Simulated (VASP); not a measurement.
Given:

```xyz
5
Lattice="-2.1269 2.1269 5.2601 2.1269 -2.1269 5.2601 2.1269 2.1269 -5.2601" Properties=species:S:1:pos:R:3 pbc="T T T"
La     0.0000     0.0000     0.0000
Ga     0.0000     0.0000     6.5223
Ga     0.0000     0.0000     3.9979
Ga     0.0000     2.1269     2.6301
Cu     2.1269     0.0000     2.6301
```

Level of theory: LDA (Ceperley-Alder, Perdew-Zunger), VASP's LDA PAW potentials (set 64) (plane waves; VASP 6.6.1). Run with 300 eV cut-off, 7×7×7 Γ-centred mesh, Gaussian smearing of 0.27 eV, potentials La Ga_d Cu.

At this cut-off the stress carries a Pulay error, which pulls relaxed volumes low. Energy and stress use the plane-wave basis of the starting cell.

Task: The ions, cell shape and volume are relaxed. Which structure does the run end with?

Result: 
```xyz
5
Lattice="-2.0871 2.0871 5.1521 2.0871 -2.0871 5.1521 2.0871 2.0871 -5.1521" Properties=species:S:1:pos:R:3 pbc="T T T"
La     0.0000     0.0000     0.0000
Ga     0.0000     0.0000     6.3850
Ga     0.0000     0.0000     3.9191
Ga     0.0000     2.0871     2.5760
Cu     2.0871     0.0000     2.5760
```
Space group I-4m2 (119), at a tolerance of 0.03 Å.

Task: How do energy and volume change from the first to the last step?

Result: The energy (σ→0) changes by -18.9 meV/atom and the volume by -5.7 %, in 9 ionic steps.

The structure comes from a computed database's LaGa3Cu entry; how it stands against other phases isn't given here. This run relaxes it. Symmetry was kept, so distortions that lower it aren't found. The k-mesh is coarse (spacing up to 0.30 per Å, 2π included), so the numbers may not be converged in it. The run is one of a series of settings (EDIFFG = -0.01, IBRION = 2, ISIF = 3, NSW = 50 against the base run), some of them coarse on purpose. The electron count is odd and the run is not spin-polarised, which forces a metal.
